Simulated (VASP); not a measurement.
# A point defect in a supercell of Ba2HgN2, part 2 of 2

How easily does a point defect form in Ba2HgN2? The host is relaxed first, then a supercell is run with and without the defect. The cell takes the structure of Ba2CaN2 from the Materials Project database, with elements swapped. The cell is invented: it takes the structure of a Materials Project entry for Ba2CaN2 (space group 164 there), with some of its atoms replaced by other elements, volume scaled by an estimate. It may not be a known or stable phase.

VASP 6.6.1; LDA; plane waves and PAW (Hg, Ba_sv, N); invented cell.

Still holding for the runs below: The k-mesh is coarse for a metal.

So far. Step 2 (Relaxing the host crystal): The run ended after 10 ionic steps, 0.760 eV below its first step, once forces and stress met EDIFFG = -0.02. The relaxed cell has a = 3.997, c = 8.844 Å (conventional setting).

## Step 3: Relax the host again, on a new basis

The volume changed by more than 5 %, so the plane waves of the start no longer fit; a second relaxation removes that error.

The input, INCAR:

```
SYSTEM = Ba2HgN2
PREC = Accurate
ENCUT = 520
EDIFF = 1E-06
NELM = 120
ISMEAR = 0
SIGMA = 0.05
LREAL = .FALSE.
ALGO = Normal
GGA = CA
NBANDS = 27
LORBIT = 11
LWAVE = .FALSE.
LCHARG = .FALSE.
IBRION = 2
NSW = 30
ISIF = 3
EDIFFG = -0.02
POTIM = 0.4
```

The input, POSCAR:

```
Ba2HgN2
1.0
    3.9972855878     -0.0000000160      0.0000000000
   -1.9986433241      3.4617511353      0.0000000000
    0.0000000000      0.0000000000      8.8438752393
Hg Ba N
1 2 2
Direct
    0.0000000000      0.0000000000      0.5000000000
    0.6666666700      0.3333333300      0.2338054600
    0.3333333300      0.6666666700      0.7661945400
    0.6666666700      0.3333333300      0.6492595220
    0.3333333300      0.6666666700      0.3507404780
```

The input, KPOINTS:

```
Automatic mesh
0
Gamma
4 4 2
0 0 0
```

The projector-augmented-wave data sets are Hg, Ba_sv and N (LDA family, release 64).

Started as:

```console
> export OMP_NUM_THREADS=5
> mpirun -np 1 vasp_std
```

The log of the run:

```text
[... set-up lines as in an earlier step ...]
 entering main loop
       N       E                     dE             d eps       ncg     rms          rms(c)
DAV:   1     0.314193565265E+03    0.31419E+03   -0.20026E+04   432   0.141E+03
DAV:   2    -0.228598351127E+01   -0.31648E+03   -0.30394E+03   550   0.316E+02
DAV:   3    -0.307524703933E+02   -0.28466E+02   -0.28187E+02   594   0.899E+01
DAV:   4    -0.313375942080E+02   -0.58512E+00   -0.58425E+00   624   0.121E+01
DAV:   5    -0.313454913308E+02   -0.78971E-02   -0.78955E-02   565   0.131E+00    0.170E+01
DAV:   6    -0.242352081030E+02    0.71103E+01   -0.58142E+01   558   0.541E+01    0.132E+01
DAV:   7    -0.232473338060E+02    0.98787E+00   -0.10057E+01   532   0.152E+01    0.701E+00
DAV:   8    -0.228551721016E+02    0.39216E+00   -0.14778E+00   458   0.547E+00    0.243E+00
DAV:   9    -0.228244686928E+02    0.30703E-01   -0.17164E-01   541   0.163E+00    0.690E-01
DAV:  10    -0.228217350874E+02    0.27336E-02   -0.30094E-02   481   0.715E-01    0.324E-01
DAV:  11    -0.228213405925E+02    0.39449E-03   -0.34540E-03   544   0.298E-01    0.173E-01
DAV:  12    -0.228214459987E+02   -0.10541E-03   -0.59603E-04   511   0.944E-02    0.723E-02
DAV:  13    -0.228213143353E+02    0.13166E-03   -0.88049E-04   495   0.108E-01    0.129E-02
DAV:  14    -0.228213157465E+02   -0.14111E-05   -0.32709E-05   501   0.299E-02    0.122E-02
DAV:  15    -0.228213134712E+02    0.22753E-05   -0.10983E-05   511   0.128E-02    0.493E-03
DAV:  16    -0.228213132808E+02    0.19033E-06   -0.47085E-06   450   0.782E-03
   1 F= -.22821313E+02 E0= -.22819689E+02  d E =-.228213E+02
 curvature:   0.00 expect dE= 0.000E+00 dE for cont linesearch  0.000E+00
 trial: gam= 0.00000 g(F)=  0.222E-04 g(S)=  0.227E-04 ort = 0.000E+00 (trialstep = 0.100E+01)
 search vector abs. value=  0.449E-04
 reached required accuracy - stopping structural energy minimisation
```

Run time: 27 s. Hardware: 1 × NVIDIA H100 80GB HBM3, 81559 MiB with 1 MPI rank of AMD EPYC 7R13 (Zen 3), card shared with another run, shared host; peak memory 1.7 GiB.

Parts of OUTCAR (step 3):

```text
  LATTYP: Found a hexagonal cell.
 ALAT       =     3.9972855878
 C/A-ratio  =     2.2124701988

The static configuration has the point symmetry D_3d.

 Found      8 irreducible k-points:

   dimension x,y,z NGX =    30 NGY =   30 NGZ =   70
   dimension x,y,z NGXF=    60 NGYF=   60 NGZF=  140

   ENCUT  =  520.0 eV  38.22 Ry    6.18 a.u.   7.43  7.43 16.44*2*pi/ulx,y,z

   NELECT =      42.0000    total number of electrons

 E-fermi :   2.3804

 k-point     1 :       0.0000    0.0000    0.0000
  band No.  band energies     occupation
    ...
     18       0.6719      2.00000
     19       1.1729      2.00000
     20       1.4353      2.00000
     21       1.4353      2.00000
     22       1.4882      2.00000
     23       3.7178      0.00000
     24       4.8870      0.00000
     25       6.9793      0.00000
     26       7.0026      0.00000
     27       7.0887      0.00000

 k-point     2 :       0.2500    0.0000    0.0000
  band No.  band energies     occupation
    ...
     17       0.6392      2.00000
     18       0.7558      2.00000
     19       0.8830      2.00000
     20       1.7512      2.00000
     21       1.7910      2.00000
     22       2.5796      0.00000
     23       3.7591      0.00000
     24       4.9142      0.00000
     25       5.7710      0.00000
     26       6.1080      0.00000
    ...

  Total        0.0053117      0.0053117     -0.0537119     -0.0000000      0.0000000     -0.0000000
  in kB        0.0695406      0.0695407     -0.7031975     -0.0000000      0.0000000     -0.0000000
  external PRESSURE =      -0.1880387 kB  Pullay stress =       0.0000000 kB

  energy-cutoff  :      520.00
  volume of cell :      122.38
      direct lattice vectors                 reciprocal lattice vectors
     3.997285588 -0.000000016  0.000000000     0.250169767  0.144435609 -0.000000000
    -1.998643324  3.461751135  0.000000000     0.000000001  0.288871142 -0.000000000
     0.000000000  0.000000000  8.843875239    -0.000000000 -0.000000000  0.113072604

 POSITION                                       TOTAL-FORCE (eV/Angst)
 -----------------------------------------------------------------------------------
      0.00000      0.00000      4.42194         0.000000      0.000000      0.000000
      1.99864      1.15392      2.06775        -0.000000     -0.000000     -0.013294
     -0.00000      2.30783      6.77613         0.000000      0.000000      0.013294
      1.99864      1.15392      5.74197        -0.000000     -0.000000      0.010518
     -0.00000      2.30783      3.10191         0.000000      0.000000     -0.010518
 -----------------------------------------------------------------------------------
    total drift:                                0.000000      0.000000      0.000000

  FREE ENERGIE OF THE ION-ELECTRON SYSTEM (eV)
  ---------------------------------------------------
  free  energy   TOTEN  =       -22.8213132808 eV

  energy  without entropy=      -22.8180648812  energy(sigma->0) =      -22.81968908

 total charge
# of ion       s       p       d       tot
------------------------------------------
    1        0.708   0.321   9.386  10.415
    2        2.043   5.531   0.579   8.153
    3        2.043   5.531   0.579   8.153
    4        1.284   2.206   0.000   3.490
    5        1.284   2.206   0.000   3.490
--------------------------------------------------
tot          7.362  15.795  10.545  33.702

[... 4 parts as in an earlier step ...]

[... 6 further parts left out ...]
```

CONTCAR:

```
Ba2HgN2
    1.000000000000000
     3.9972855878000000   -0.0000000160000000    0.0000000000000000
    -1.9986433240999999    3.4617511353000001    0.0000000000000000
     0.0000000000000000    0.0000000000000000    8.8438752393000009
  Hg              Ba              N
     1     2     2
Direct
     0.0000000000000000    0.0000000000000000    0.5000000000000000
     0.6666666699999979    0.3333333300000021    0.2338054599999992
     0.3333333300000021    0.6666666699999979    0.7661945400000008
     0.6666666699999979    0.3333333300000021    0.6492595220000013
     0.3333333300000021    0.6666666699999979    0.3507404779999987
```

Little changed from the start: no atom moved by 0.005 Å and no cell edge by 0.1 %.

Numbers from this step:

* electronic cycles: 16

The start already met the threshold, so nothing moved.

## Step 4: The perfect supercell

System of this step: Ba2HgN2. The cell holds 80 atoms: 16 Hg, 32 Ba and 32 N. Its edges and angles: a = 11.232 Å, b = 11.232 Å, c = 38.821 Å, α = 135.9°, β = 135.9°, γ = 76.1°. It derives from Ba2HgN2. It takes the structure of a Materials Project entry for Ba2CaN2 (space group 164 there), with some of its atoms replaced by other elements, volume scaled by an estimate.

The same cell, mesh and cutoff without the defect give the energy to subtract and, in a gapped host, the band edges to count from, so that most errors cancel.

The input, INCAR:

```
SYSTEM = Ba2HgN2
PREC = Normal
ENCUT = 400
EDIFF = 1E-05
NELM = 120
ISMEAR = 1
SIGMA = 0.2
LREAL = Auto
ALGO = Fast
GGA = CA
LORBIT = 11
LWAVE = .FALSE.
LCHARG = .FALSE.
```

The input, POSCAR:

```
Ba2HgN2
1.0
   -5.9959289119      3.4617511513      8.8438752393
    5.9959289119     -3.4617511513      8.8438752393
    7.9945690548     13.8470044772    -35.3755009572
Hg Ba N
16 32 32
Direct
    0.2500000000      0.2500000000      0.0000000000
    0.7500000000      0.7500000000      0.0000000000
    0.7500000000      0.2500000000      0.1250000000
    0.2500000000      0.7500000000      0.1250000000
    0.2500000000      0.2500000000      0.2500000000
    0.7500000000      0.7500000000      0.2500000000
    0.7500000000      0.2500000000      0.3750000000
    0.2500000000      0.7500000000      0.3750000000
    0.2500000000      0.2500000000      0.5000000000
    0.7500000000      0.7500000000      0.5000000000
    0.7500000000      0.2500000000      0.6250000000
    0.2500000000      0.7500000000      0.6250000000
    0.2500000000      0.2500000000      0.7500000000
    0.7500000000      0.7500000000      0.7500000000
    0.7500000000      0.2500000000      0.8750000000
    0.2500000000      0.7500000000      0.8750000000
    0.2835693950      0.4502360650      0.1250000000
    0.7835693950      0.9502360650      0.1250000000
    0.7835693950      0.4502360650      0.2500000000
    0.2835693950      0.9502360650      0.2500000000
    0.2835693950      0.4502360650      0.3750000000
    0.7835693950      0.9502360650      0.3750000000
    0.7835693950      0.4502360650      0.5000000000
    0.2835693950      0.9502360650      0.5000000000
    0.2835693950      0.4502360650      0.6250000000
    0.7835693950      0.9502360650      0.6250000000
    0.7835693950      0.4502360650      0.7500000000
    0.2835693950      0.9502360650      0.7500000000
    0.2835693950      0.4502360650      0.8750000000
    0.7835693950      0.9502360650      0.8750000000
    0.7835693950      0.4502360650      0.0000000000
    0.2835693950      0.9502360650      0.0000000000
    0.7164306050      0.5497639350      0.1250000000
    0.2164306050      0.0497639350      0.1250000000
    0.2164306050      0.5497639350      0.2500000000
    0.7164306050      0.0497639350      0.2500000000
    0.7164306050      0.5497639350      0.3750000000
    0.2164306050      0.0497639350      0.3750000000
    0.2164306050      0.5497639350      0.5000000000
    0.7164306050      0.0497639350      0.5000000000
    0.7164306050      0.5497639350      0.6250000000
    0.2164306050      0.0497639350      0.6250000000
    0.2164306050      0.5497639350      0.7500000000
    0.7164306050      0.0497639350      0.7500000000
    0.7164306050      0.5497639350      0.8750000000
    0.2164306050      0.0497639350      0.8750000000
    0.2164306050      0.5497639350      0.0000000000
    0.7164306050      0.0497639350      0.0000000000
    0.4912964260      0.6579630960      0.1250000000
    0.9912964260      0.1579630960      0.1250000000
    0.9912964260      0.6579630960      0.2500000000
    0.4912964260      0.1579630960      0.2500000000
    0.4912964260      0.6579630960      0.3750000000
    0.9912964260      0.1579630960      0.3750000000
    0.9912964260      0.6579630960      0.5000000000
    0.4912964260      0.1579630960      0.5000000000
    0.4912964260      0.6579630960      0.6250000000
    0.9912964260      0.1579630960      0.6250000000
    0.9912964260      0.6579630960      0.7500000000
    0.4912964260      0.1579630960      0.7500000000
    0.4912964260      0.6579630960      0.8750000000
    0.9912964260      0.1579630960      0.8750000000
    0.9912964260      0.6579630960      0.0000000000
    0.4912964260      0.1579630960      0.0000000000
    0.5087035740      0.3420369040      0.1250000000
    0.0087035740      0.8420369040      0.1250000000
    0.0087035740      0.3420369040      0.2500000000
    0.5087035740      0.8420369040      0.2500000000
    0.5087035740      0.3420369040      0.3750000000
    0.0087035740      0.8420369040      0.3750000000
    0.0087035740      0.3420369040      0.5000000000
    0.5087035740      0.8420369040      0.5000000000
    0.5087035740      0.3420369040      0.6250000000
    0.0087035740      0.8420369040      0.6250000000
    0.0087035740      0.3420369040      0.7500000000
    0.5087035740      0.8420369040      0.7500000000
    0.5087035740      0.3420369040      0.8750000000
    0.0087035740      0.8420369040      0.8750000000
    0.0087035740      0.3420369040      0.0000000000
    0.5087035740      0.8420369040      0.0000000000
```

The input, KPOINTS:

```
Automatic mesh
0
Gamma
4 4 4
0 0 0
```

The log of the run:

```text
[banner, memory and clock lines left out]
running    1 mpi-ranks, on    1 nodes
[...]
Offloading initialized ...    1 GPUs detected
[...]
LDA part: xc-table for (Slater(with rela. corr.)+CA(PZ))
 , standard interpolation
 POSCAR, INCAR and KPOINTS ok, starting setup
[...]
entering main loop
       N       E                     dE             d eps       ncg     rms          rms(c)
DAV:   1     0.482808967103E+04    0.48281E+04   -0.27358E+05 24244   0.124E+03
DAV:   2     0.628708781153E+02   -0.47652E+04   -0.45406E+04 28128   0.323E+02
DAV:   3    -0.471751564252E+03   -0.53462E+03   -0.52610E+03 29928   0.103E+02
DAV:   4    -0.499207422016E+03   -0.27456E+02   -0.27324E+02 34936   0.206E+01
[...]
RMM:   8    -0.366230506690E+03    0.29266E+01   -0.44184E+01 32427   0.539E+00    0.110E+01
RMM:   9    -0.364514827631E+03    0.17157E+01   -0.66570E+00 33141   0.261E+00    0.471E+00
RMM:  10    -0.364551359656E+03   -0.36532E-01   -0.18678E+00 38484   0.134E+00    0.269E+00
WARNING in EDDRMM: call to ZHEGV failed, returncode =   8  4    243
RMM:  11    -0.364587772698E+03   -0.36413E-01   -0.60626E-01 41690   0.647E-01    0.135E+00
RMM:  12    -0.364596538244E+03   -0.87655E-02   -0.18656E-01 39363   0.404E-01    0.416E-01
RMM:  13    -0.364598501227E+03   -0.19630E-02   -0.70596E-02 43352   0.210E-01    0.138E-01
RMM:  14    -0.364600584050E+03   -0.20828E-02   -0.28736E-02 43560   0.132E-01    0.134E-01
RMM:  15    -0.364601994934E+03   -0.14109E-02   -0.15357E-02 44712   0.928E-02
```

Wall time 26 min (1 × NVIDIA H100 80GB HBM3, 81559 MiB with 1 MPI rank).

The run was stopped at its time limit, so it gives no result of its own.

## Step 5: Summary of results

| Quantity | Value |
| --- | --- |
| result | none |

**Reading.** The session ends without its result: «perfect supercell» met its time limit.

[Lines on the potential files, build, host, timing and source positions are cut from VASP's logs without a mark.]

[Logs are printed without paths, hosts, clocks, repeated set-up lines and the standing remarks that a program may print on its own settings, such as how far it seeks lower states.]

[Hosts, paths, dates, database ids (printed as entryN), source tags and the programs' standing remarks are cut or masked in the printed files.]

[In band tables of VASP the shares of atoms and orbitals are scaled to a sum of 1 inside the atoms' spheres.]

[Runs that stopped without an error message from VASP are left out.]
